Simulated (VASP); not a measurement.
Input:

```
CELL_PARAMETERS angstrom
      0.00000     2.71371     2.71371
      2.71371     0.00000     2.71371
      2.71371     2.71371     0.00000
ATOMIC_POSITIONS crystal
  Ca 0.00000 0.00000 0.00000
  F  0.25000 0.25000 0.25000
  F  0.75000 0.75000 0.75000
```

All values below come from PBEsol GGA, VASP's PBE PAW potentials (set 64) (plane waves; VASP). Run with 650 eV cut-off, 6×6×6 Γ-centred mesh, Gaussian smearing of 0.050 eV, potentials Ca_sv F.

**Question.** Give the elastic stiffness tensor with the ions relaxed (GPa, in the frame of the cell).

**Answer.** 
|  | xx | yy | zz | yz | xz | xy |
|---|---|---|---|---|---|---|
| xx | 166 | 47.5 | 47.5 | 0.0 | 0.0 | 0.0 |
| yy | 47.5 | 166 | 47.5 | 0.0 | 0.0 | 0.0 |
| zz | 47.5 | 47.5 | 166 | 0.0 | 0.0 | 0.0 |
| yz | 0.0 | 0.0 | 0.0 | 33.6 | 0.0 | 0.0 |
| xz | 0.0 | 0.0 | 0.0 | 0.0 | 33.6 | 0.0 |
| xy | 0.0 | 0.0 | 0.0 | 0.0 | 0.0 | 33.6 |

**Question.** What does the run give for the Hill bulk modulus, Hill shear modulus, Young's modulus, Poisson's ratio?

**Answer.** 
* **Hill bulk modulus**: 87.0 GPa
* **Hill shear modulus**: 42.3 GPa
* **Young's modulus**: 1090 kbar
* **Poisson's ratio**: 0.291

Measured: C11 164 GPa (computed value off by +1.3 %), C12 44.0 GPa (computed value off by +7.9 %), C44 34.0 GPa (computed value off by -1.1 %), as given by M. Råsander et al., The Journal of Chemical Physics (2015), arXiv:1505.02379. The calculation is for a static lattice, while the measured C11, C12, C44 hold thermal and zero-point effects, which are part of the difference.

The compound is CaF2 in the fluorite structure. It was relaxed first.
